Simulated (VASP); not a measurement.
Take ZnSe (zinc blende), without spin-orbit terms, in VASP with PAW potentials, and its band gap.

Task: One run gives 1.23 eV. Which level is it?
A) PBE (own cell)
B) r2SCAN (starting cell)
C) SCAN (own cell)
D) PBEsol (own cell)

Result: D, PBEsol (own cell).  The others give 1.82 (SCAN (own cell)), 1.14 (PBE (own cell)), 1.86 (r2SCAN (starting cell)).

Only levels that ran to the end are used. Left out are those held back, those with too coarse a band path, GW runs whose mesh misses a band edge, hybrids' fits of cells that aren't cubic and levels without matching references; a question may draw on a part of the rest.

The compound is ZnSe in the zinc blende structure.
